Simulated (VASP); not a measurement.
Be3Se2S: relaxation of cell and atoms with PBE

Be3Se2S:

```
CELL_PARAMETERS angstrom
-1.78900 1.78900 7.59000
1.78900 -1.78900 7.59000
1.78900 1.78900 -7.59000
ATOMIC_POSITIONS crystal
Be 0.75000 0.25000 0.50000
Be 0.08333 0.58333 0.50000
Be 0.41667 0.91667 0.50000
Se 0.66667 0.66667 0.00000
Se 0.33333 0.33333 0.00000
S 0.00000 0.00000 0.00000
```

The cell was built by a generator and needn't be a form met in nature.

```yaml
Program: VASP 6.6.1
Task: relaxation of cell and atoms
Functional: PBE
Potentials_or_basis: VASP PAW PBE potentials, release 64 (Be, Se, S)
Cutoff: 520 eV
k_mesh: 5 × 5 × 5
Occupations: gaussian, width 0.15 eV
Spin: no spin polarisation
Further_INCAR_settings: PREC = Normal; ALGO = Fast; EDIFF = 0.0001; IBRION = 2; EDIFFG = -0.08; NSW = 24; ISIF = 3
```

The relaxed volume is 16.39 Å³/atom and the relaxed cell is a = 8.017 Å, b = 8.017 Å, c = 8.017 Å, α = 154.08°, β = 154.08°, γ = 36.99°. The space group after relaxing (to 0.05 Å) is I-4m2 (No. 119). The energy gained by relaxing is 15.3 meV/atom, the ionic steps are 10 and the pressure after relaxing is 0.1 GPa. The largest force after relaxing is 0.013 eV/Å and the band gap on the k mesh is 2.74 eV, indirect (least direct gap 3.13 eV).

Forces on the atoms (eV/Å):
```
Be   0.000  0.000  0.000
Be   0.000  0.000 -0.011
Be   0.000  0.000  0.011
Se   0.000  0.000 -0.013
Se   0.000  0.000  0.013
S    0.000  0.000  0.000
```

Step by step:
```tsv
step	energy change (eV)	largest force (eV/Å)	pressure (GPa)	volume (Å³)
1	0.0000	0.8750	1.36	97.17
2	-0.0614	0.3927	-0.55	99.12
3	-0.0692	0.2950	-1.22	99.98
4	-0.0881	0.1753	-0.25	98.50
5	-0.0897	0.1016	0.53	97.68
6	-0.0899	0.1219	0.62	97.84
7	-0.0895	0.1469	0.22	98.17
8	-0.0899	0.1247	0.37	97.95
9	-0.0899	0.1229	0.34	97.91
10	-0.0917	0.0130	0.11	98.31
```

Final structure:
```
Be Se S
1.0
    -1.79802    1.79802    7.60267
     1.79802   -1.79802    7.60267
     1.79802    1.79802   -7.60267
Be Se S
3 2 1
Direct
  0.75000 0.25000 0.50000
  0.07731 0.57731 0.50000
  0.42269 0.92269 0.50000
  0.66394 0.66394 0.00000
  0.33606 0.33606 0.00000
  0.00000 0.00000 0.00000
```

Levels at points of the mesh, in eV from the valence-band top:
```tsv
k point	band 9	band 10	band 11	band 12	band 13	band 14	band 15	band 16
(0.00, 0.00, 0.00)	-1.90	-0.08	0.00	0.00	3.19	3.48	4.62	4.80
```

It took 3.1 min on 1 thread of AMD EPYC 9R14 (Zen 4), with other jobs on the host, peak memory 0.31 GiB.

Caveat: the k mesh is coarse (spacing up to 0.50 Å⁻¹), so the values aren't converged; an odd mesh through Γ misses points on the zone boundary, where band edges often lie. As with any semilocal functional, this PBE gap is likely too small.
